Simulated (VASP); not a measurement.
These are PBE GGA with D4 dispersion, VASP's PBE PAW potentials (set 64) (plane waves; VASP 6.6.1) values and carry that method's errors.

A VASP calculation is set up with these files.

### INCAR
```
SYSTEM = NaF
PREC = Accurate
ENCUT = 520
EDIFF = 1E-6
NELM = 100
ALGO = Normal
LREAL = .FALSE.
LASPH = .TRUE.
ISMEAR = 0
SIGMA = 0.05
GGA = PE
IVDW = 13
LWAVE = .FALSE.
LCHARG = .FALSE.
IBRION = 2
ISIF = 3
NSW = 60
EDIFFG = -0.01
```

File POSCAR:
```
NaF
1.0
  0.0000000000   2.3357715596   2.3357715596
  2.3357715596   0.0000000000   2.3357715596
  2.3357715596   2.3357715596   0.0000000000
Na F
1 1
direct
  0.0000000000   0.0000000000   0.0000000000
  0.5000000000   0.5000000000   0.5000000000
```

KPOINTS:
```
Automatic mesh
0
gamma
9 9 9
```

POTCAR, in this order: Na_pv F (PBE.64 set). Program: vasp_std.

The run wrote:

OUTCAR:
```
 ion  position               nearest neighbor table
   1  0.000  0.000  0.000-   2 2.34   2 2.34   2 2.34   2 2.34   2 2.34   2 2.34
   2  0.500  0.500  0.500-   1 2.34   1 2.34   1 2.34   1 2.34   1 2.34   1 2.34
  LATTYP: Found a face centered cubic cell.
 ALAT       =     4.6715431192
 Subroutine PRICEL returns:
 Original cell was already a primitive cell.
 Subroutine GETGRP returns: Found 48 space group operations
The static configuration has the point symmetry O_h .
The dynamic configuration has the point symmetry O_h .
 Subroutine INISYM returns: Found 48 space group operations
 Subroutine IBZKPT returns following result:
 Found     35 irreducible k-points:

 Following reciprocal coordinates:
            Coordinates               Weight
  0.000000  0.000000  0.000000      1.000000
  0.111111  0.000000  0.000000      8.000000
  0.222222  0.000000  0.000000      8.000000
  0.333333  0.000000  0.000000      8.000000
  0.444444  0.000000  0.000000      8.000000
  0.111111  0.111111  0.000000      6.000000
  0.222222  0.111111  0.000000     24.000000
  0.333333  0.111111  0.000000     24.000000
  0.444444  0.111111  0.000000     24.000000
 -0.444444  0.111111  0.000000     24.000000
 -0.333333  0.111111  0.000000     24.000000
 -0.222222  0.111111  0.000000     24.000000
 -0.111111  0.111111  0.000000     12.000000
  0.222222  0.222222  0.000000      6.000000
  0.333333  0.222222  0.000000     24.000000
  0.444444  0.222222  0.000000     24.000000
 -0.444444  0.222222  0.000000     24.000000
 -0.333333  0.222222  0.000000     24.000000
 -0.222222  0.222222  0.000000     12.000000
  0.333333  0.333333  0.000000      6.000000
  0.444444  0.333333  0.000000     24.000000
 -0.444444  0.333333  0.000000     24.000000
 -0.333333  0.333333  0.000000     12.000000
  0.444444  0.444444  0.000000      6.000000
...
```

**OSZICAR**
```
       N       E                     dE             d eps       ncg     rms          rms(c)
DAV:   1     0.109645256389E+03    0.10965E+03   -0.84146E+03   781   0.154E+03
DAV:   2    -0.348095463124E+01   -0.11313E+03   -0.10464E+03   823   0.363E+02
DAV:   3    -0.940648469707E+01   -0.59255E+01   -0.59117E+01   920   0.856E+01
DAV:   4    -0.946700186990E+01   -0.60517E-01   -0.60508E-01   833   0.916E+00
DAV:   5    -0.946765480676E+01   -0.65294E-03   -0.65293E-03   878   0.985E-01    0.542E+00
DAV:   6    -0.857659248002E+01    0.89106E+00   -0.38992E+00   919   0.186E+01    0.186E+00
DAV:   7    -0.856560384201E+01    0.10989E-01   -0.29668E-02   785   0.257E+00    0.105E+00
DAV:   8    -0.856694840919E+01   -0.13446E-02   -0.29164E-02   773   0.442E+00    0.121E-01
DAV:   9    -0.856783019534E+01   -0.88179E-03   -0.39460E-03   884   0.670E-01    0.875E-02
DAV:  10    -0.856774997424E+01    0.80221E-04   -0.50728E-04   809   0.308E-01    0.956E-03
DAV:  11    -0.856774830243E+01    0.16718E-05   -0.14952E-05   872   0.871E-02    0.343E-03
DAV:  12    -0.856774852842E+01   -0.22599E-06   -0.12466E-06   806   0.232E-02
   1 F= -.86685488E+01 E0= -.86685488E+01  d E =-.866855E+01
```

OUTCAR:
```
------------------------ aborting loop because EDIFF is reached ----------------------------------------
  Edisp (eV):   -0.10080
  FORCE on cell =-STRESS in cart. coord.  units (eV):
  Direction    XX          YY          ZZ          XY          YZ          ZX
  --------------------------------------------------------------------------------------
  Total       0.01045     0.01045     0.01045     0.00000     0.00000     0.00000
  in kB       0.65700     0.65700     0.65700     0.00000     0.00000     0.00000
  external pressure =        0.66 kB  Pullay stress =        0.00 kB
  volume of cell :       25.49
      direct lattice vectors                 reciprocal lattice vectors
     0.000000000  2.335771560  2.335771560    -0.214062029  0.214062029  0.214062029
     2.335771560  0.000000000  2.335771560     0.214062029 -0.214062029  0.214062029
     2.335771560  2.335771560  0.000000000     0.214062029  0.214062029 -0.214062029
  FREE ENERGIE OF THE ION-ELECTRON SYSTEM (eV)
  ---------------------------------------------------
  free  energy   TOTEN  =        -8.6685488272 eV

  energy  without entropy=       -8.6685488272  energy(sigma->0) =       -8.66854883

 reached required accuracy - stopping structural energy minimisation
```
(Selected blocks of OUTCAR.)

File OUTCAR:
```
 val. band max:       -2.1878442685   @ k =   0.0000   0.0000   0.0000

 cond. band min:       3.9823639818   @ k =   0.0000   0.0000   0.0000


 Fermi energy:        -1.9478089715

 k-point     1 :       0.0000    0.0000    0.0000
  band No.  band energies     occupation
      1     -21.3219      2.00000
      2     -21.2074      2.00000
      3     -21.2074      2.00000
      4     -21.2074      2.00000
      5      -2.1878      2.00000
      6      -2.1878      2.00000
      7      -2.1878      2.00000
      8       3.9824      0.00000
      9      16.6149      0.00000
     10      16.6149      0.00000
     11      16.6149      0.00000

 k-point     2 :       0.1111    0.0000    0.0000
  band No.  band energies     occupation
      1     -21.5252      2.00000
      2     -21.2088      2.00000
      3     -21.2087      2.00000
      4     -20.9886      2.00000
      5      -2.4191      2.00000
      6      -2.2168      2.00000
      7      -2.2168      2.00000
      8       4.4125      0.00000
      9      15.1448      0.00000
     10      16.7974      0.00000
     11      16.7974      0.00000

 k-point     3 :       0.2222    0.0000    0.0000
  band No.  band energies     occupation
      1     -21.7349      2.00000
      2     -21.2121      2.00000
      3     -21.2121      2.00000
      4     -20.7402      2.00000
      5      -2.9237      2.00000
      6      -2.2894      2.00000
      7      -2.2894      2.00000
      8       5.4930      0.00000
      9      13.2351      0.00000
     10      17.2272      0.00000
     11      17.2272      0.00000

 k-point     4 :       0.3333    0.0000    0.0000
  band No.  band energies     occupation
      1     -21.8853      2.00000
      2     -21.2160      2.00000
      3     -21.2160      2.00000
      4     -20.5454      2.00000
      5      -3.4066      2.00000
      6      -2.3705      2.00000
      7      -2.3705      2.00000
      8       6.8627      0.00000
      9      11.6321      0.00000
...
```

The compound is NaF in the rock salt structure. It was relaxed first. The start is the result of an earlier pass.
